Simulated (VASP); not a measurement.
Given:

```
CELL_PARAMETERS angstrom
      2.45972     0.00000     0.00000
      0.00000     2.45972     0.00000
      0.00000     0.00000     2.45972
ATOMIC_POSITIONS crystal
  Co 0.00000 0.00000 0.00000
  C  0.50000 0.50000 0.50000
```
Starting moments (μB, in the order of the record's atoms Co C): 0.7 0.0.

Method: PBEsol GGA, VASP's PBE PAW potentials (set 64) (plane waves; VASP 6.6.1). Run with 520 eV cut-off, Gaussian smearing of 0.050 eV, potentials Co C.

Estimate the cell moment, band gap (along the path) with the smallest direct gap where there is one.

The band gap (along the path) is none (metal, semimetal or under 0.01 eV). The cell moment is 0.77 μB.

Total energies compare only between runs with the same potentials, cut-off and functional.

The structure was generated: CoC was put into the CsCl type type (Pm-3m), which need not be its known phase. It was relaxed first, which changed the volume by -18 %.
